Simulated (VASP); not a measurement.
Output of a VASP run:

**OUTCAR**
```
 ion  position               nearest neighbor table
   1  0.500  0.500  0.500-   3 2.63   3 2.63   3 2.63   2 2.63   3 2.63   2 2.63   2 2.63   2 2.63
                             4 3.04   4 3.04   4 3.04   4 3.04   4 3.04   4 3.04
   2  0.750  0.750  0.750-   1 2.63   1 2.63   1 2.63   1 2.63   4 2.63   4 2.63   4 2.63   4 2.63
  LATTYP: Found a face centered cubic cell.
 ALAT       =     6.0813292618
 Subroutine PRICEL returns:
 Original cell was already a primitive cell.
 Subroutine GETGRP returns: Found 48 space group operations
The static configuration has the point symmetry O_h .
The dynamic configuration has the point symmetry O_h .
 Subroutine INISYM returns: Found 48 space group operations
 Subroutine IBZKPT returns following result:
 Found     47 irreducible k-points:

 Following reciprocal coordinates:
            Coordinates               Weight
  0.000000  0.000000  0.000000      1.000000
  0.100000  0.000000  0.000000      8.000000
  0.200000  0.000000  0.000000      8.000000
  0.300000  0.000000  0.000000      8.000000
  0.400000  0.000000  0.000000      8.000000
  0.500000  0.000000  0.000000      4.000000
  0.100000  0.100000  0.000000      6.000000
  0.200000  0.100000  0.000000     24.000000
  0.300000  0.100000  0.000000     24.000000
  0.400000  0.100000  0.000000     24.000000
  0.500000  0.100000  0.000000     24.000000
 -0.400000  0.100000  0.000000     24.000000
 -0.300000  0.100000  0.000000     24.000000
 -0.200000  0.100000  0.000000     24.000000
 -0.100000  0.100000  0.000000     12.000000
  0.200000  0.200000  0.000000      6.000000
  0.300000  0.200000  0.000000     24.000000
  0.400000  0.200000  0.000000     24.000000
  0.500000  0.200000  0.000000     24.000000
 -0.400000  0.200000  0.000000     24.000000
 -0.300000  0.200000  0.000000     24.000000
 -0.200000  0.200000  0.000000     12.000000
  0.300000  0.300000  0.000000      6.000000
  0.400000  0.300000  0.000000     24.000000
  0.500000  0.300000  0.000000     24.000000
 -0.400000  0.300000  0.000000     24.000000
 -0.300000  0.300000  0.000000     12.000000
  0.400000  0.400000  0.000000      6.000000
  0.500000  0.400000  0.000000     24.000000
 -0.400000  0.400000  0.000000     12.000000
  0.500000  0.500000  0.000000      3.000000
  0.300000  0.200000  0.100000     24.000000
  0.400000  0.200000  0.100000     48.000000
  0.500000  0.200000  0.100000     48.000000
 -0.400000  0.200000  0.100000     24.000000
  0.400000  0.300000  0.100000     24.000000
  0.500000  0.300000  0.100000     48.000000
 -0.400000  0.300000  0.100000     48.000000
 -0.300000  0.300000  0.100000     48.000000
 -0.200000  0.300000  0.100000     24.000000
   k-points           NKPTS =     47   k-points in BZ     NKDIM =     47   number of bands    NBANDS=     28
   number of dos      NEDOS =    601   number of ions     NIONS =      4
   total plane-waves  NPLWV =  21952
   dimension x,y,z NGX =    28 NGY =   28 NGZ =   28
   dimension x,y,z NGXF=    56 NGYF=   56 NGZF=   56
   ions per type =               3   1
   PREC   = accura    normal or accurate (medium, high low for compatibility)
   ISTART =      0    job   : 0-new  1-cont  2-samecut
   ICHARG =      2    charge: 1-file 2-atom 10-const
   ISPIN  =      1    spin polarized calculation?
   LNONCOLLINEAR =      F non collinear calculations
   LSORBIT =      F    spin-orbit coupling
   INIWAV =      1    electr: 0-lowe 1-rand  2-diag
   ENCUT  =  400.0 eV  29.40 Ry    5.42 a.u.   7.01  7.01  7.01*2*pi/ulx,y,z
   NELM   =    100;   NELMIN=  2; NELMDL= -5     # of ELM steps
   EDIFF  = 0.1E-06   stopping-criterion for ELM
   LREAL  =      F    real-space projection
   NLSPLINE    = F    spline interpolate recip. space projectors
   LMAXMIX     =    4 max onsite mixed and CHGCAR
   VOSKOWN=      0    Vosko Wilk Nusair interpolation
   EDIFFG = 0.1E-05   stopping-criterion for IOM
   NSW    =      0    number of steps for IOM
   NBLOCK =      1;   KBLOCK =      1    inner block; outer block
...
```

File OSZICAR:
```
       N       E                     dE             d eps       ncg     rms          rms(c)
DAV:   1     0.333262576134E+03    0.33326E+03   -0.18533E+04  2672   0.250E+03
DAV:   2    -0.243991716479E+02   -0.35766E+03   -0.34883E+03  2632   0.499E+02
DAV:   3    -0.652343794131E+02   -0.40835E+02   -0.39195E+02  2768   0.199E+02
DAV:   4    -0.665474737555E+02   -0.13131E+01   -0.13084E+01  3504   0.432E+01
DAV:   5    -0.666019905598E+02   -0.54517E-01   -0.54522E-01  4004   0.729E+00    0.141E+01
DAV:   6    -0.596458748051E+02    0.69561E+01   -0.55057E+01  2968   0.150E+02    0.104E+01
DAV:   7    -0.568894013402E+02    0.27565E+01   -0.10824E+01  2904   0.708E+01    0.261E+00
DAV:   8    -0.569199242728E+02   -0.30523E-01   -0.11802E+00  3572   0.252E+01    0.177E+00
DAV:   9    -0.569678524158E+02   -0.47928E-01   -0.34221E-01  3360   0.154E+01    0.187E+00
DAV:  10    -0.568964974444E+02    0.71355E-01   -0.15615E-01  3220   0.840E+00    0.509E-01
DAV:  11    -0.568960593746E+02    0.43807E-03   -0.20564E-02  3980   0.170E+00    0.251E-01
DAV:  12    -0.568898437908E+02    0.62156E-02   -0.11303E-02  2796   0.980E-01    0.218E-01
DAV:  13    -0.568956716501E+02   -0.58279E-02   -0.93658E-03  3396   0.151E+00    0.644E-02
DAV:  14    -0.568961981688E+02   -0.52652E-03   -0.10688E-03  3440   0.328E-01    0.296E-02
DAV:  15    -0.568961810865E+02    0.17082E-04   -0.33739E-05  4000   0.859E-02    0.212E-02
DAV:  16    -0.568962007868E+02   -0.19700E-04   -0.71905E-06  3188   0.320E-02    0.153E-02
DAV:  17    -0.568961737005E+02    0.27086E-04   -0.25431E-05  3752   0.908E-02    0.108E-02
DAV:  18    -0.568961952362E+02   -0.21536E-04   -0.33653E-06  3168   0.231E-02    0.485E-03
DAV:  19    -0.568961935494E+02    0.16868E-05   -0.32964E-07  2412   0.104E-02    0.150E-03
DAV:  20    -0.568961952966E+02   -0.17473E-05   -0.60997E-08  1464   0.644E-03    0.840E-04
DAV:  21    -0.568961918948E+02    0.34018E-05   -0.83165E-08  1428   0.479E-03    0.173E-04
DAV:  22    -0.568961934846E+02   -0.15898E-05   -0.31714E-08  1400   0.208E-03    0.140E-04
DAV:  23    -0.568961930707E+02    0.41393E-06   -0.75396E-09  1388   0.109E-03    0.156E-04
DAV:  24    -0.568961930841E+02   -0.13410E-07   -0.19068E-09  1376   0.674E-04
   1 F= -.56896193E+02 E0= -.56896193E+02  d E =0.000000E+00
       N       E                     dE             ncg
       N       E                     dE             ncg
```

### OUTCAR
```
------------------------ aborting loop because EDIFF is reached ----------------------------------------
  FORCE on cell =-STRESS in cart. coord.  units (eV):
  Direction    XX          YY          ZZ          XY          YZ          ZX
  --------------------------------------------------------------------------------------
  Total       -0.0904240     -0.0904240     -0.0904240      0.0000000      0.0000000     -0.0000000
  in kB       -2.5766693     -2.5766693     -2.5766693      0.0000000      0.0000000     -0.0000000
  external PRESSURE =      -2.5766693 kB  Pullay stress =       0.0000000 kB
  volume of cell :       56.23
      direct lattice vectors                 reciprocal lattice vectors
     0.000000000  3.040664631  3.040664631    -0.164437733  0.164437733  0.164437733
     3.040664631  0.000000000  3.040664631     0.164437733 -0.164437733  0.164437733
     3.040664631  3.040664631  0.000000000     0.164437733  0.164437733 -0.164437733
 POSITION                                       TOTAL-FORCE (eV/Angst)
 -----------------------------------------------------------------------------------
      3.04066      3.04066      3.04066        -0.000000     -0.000000     -0.000000
      4.56100      4.56100      4.56100         0.000000      0.000000      0.000000
      1.52033      1.52033      1.52033        -0.000000     -0.000000     -0.000000
      0.00000      0.00000      0.00000        -0.000000     -0.000000     -0.000000
 -----------------------------------------------------------------------------------
    total drift:                                0.000000      0.000000      0.000000
  FREE ENERGIE OF THE ION-ELECTRON SYSTEM (eV)
  ---------------------------------------------------
  free  energy   TOTEN  =       -56.8961930841 eV

  energy  without entropy=      -56.8961930841  energy(sigma->0) =      -56.89619308

 total charge

# of ion       s       p       d       tot
------------------------------------------
    1        0.379   0.349   9.236   9.965
    2        0.415   0.407   9.220  10.042
    3        0.415   0.407   9.220  10.042
    4        1.065   1.357  10.055  12.476
--------------------------------------------------
tot          2.273   2.520  37.732  42.525
```
(Selected blocks of OUTCAR.)

File POSCAR:
```
Cu3Sn
1
   -0.0000000000     3.0406646309     3.0406646309
    3.0406646309     0.0000000000     3.0406646309
    3.0406646309     3.0406646309    -0.0000000000
Cu Sn
3 1
Direct
  0.5000000000   0.5000000000   0.5000000000
  0.7500000000   0.7500000000   0.7500000000
  0.2500000000   0.2500000000   0.2500000000
  0.0000000000   0.0000000000   0.0000000000
```

**Question.** Reconstruct the remaining input files.

**Answer.** Several could match; the one computed here: the input of the run itself, r2SCAN meta-GGA, plane waves, VASP's PBE PAW potentials (set 64).

### KPOINTS
```
Automatic mesh
0
Gamma
10 10 10
0 0 0
```

KPOINTS_OPT:
```
k-points along high-symmetry lines
10
Line-mode
Reciprocal
  0.000000   0.000000   0.000000 ! GAMMA
  0.500000   0.000000   0.500000 ! X

  0.500000   0.000000   0.500000 ! X
  0.625000   0.250000   0.625000 ! U

  0.375000   0.375000   0.750000 ! K
  0.000000   0.000000   0.000000 ! GAMMA

  0.000000   0.000000   0.000000 ! GAMMA
  0.500000   0.500000   0.500000 ! L

  0.500000   0.500000   0.500000 ! L
  0.500000   0.250000   0.750000 ! W

  0.500000   0.250000   0.750000 ! W
  0.500000   0.000000   0.500000 ! X
```

INCAR:
```
! general
SYSTEM   =  Cu3Sn
PREC     =  Accurate
ENCUT    =  400
LREAL    =  .FALSE.   ! projection in real space or not
LASPH    =  .TRUE.

! electronic loop
EDIFF    =  1E-7   ! SCF stop (eV)
NELM     =  100
ALGO     =  Normal   ! blocked Davidson
LMAXMIX  =  4   ! l cut-off of mixed one-centre charges
LMIXTAU  =  .TRUE.

! smearing
ISMEAR   =  -5   ! tetrahedra, Bloechl

! functional
METAGGA  =  R2SCAN

! ions
ISIF     =  2   ! forces and stress, cell fixed

! output
LWAVE    =  .FALSE.
LCHARG   =  .FALSE.
LORBIT   =  11
NEDOS    =  601   ! DOS grid
```

POTCAR, in this order: Cu Sn_d (PBE.64 set). Program: vasp_std.

For a metal the tetrahedron method with Blöchl corrections gives inexact stress and forces.

The structure comes from a computed database's Cu3Sn entry (Fm-3m); how it stands against other phases isn't given here. It was relaxed first. The electron count is odd and the run is not spin-polarised, which forces a metal.
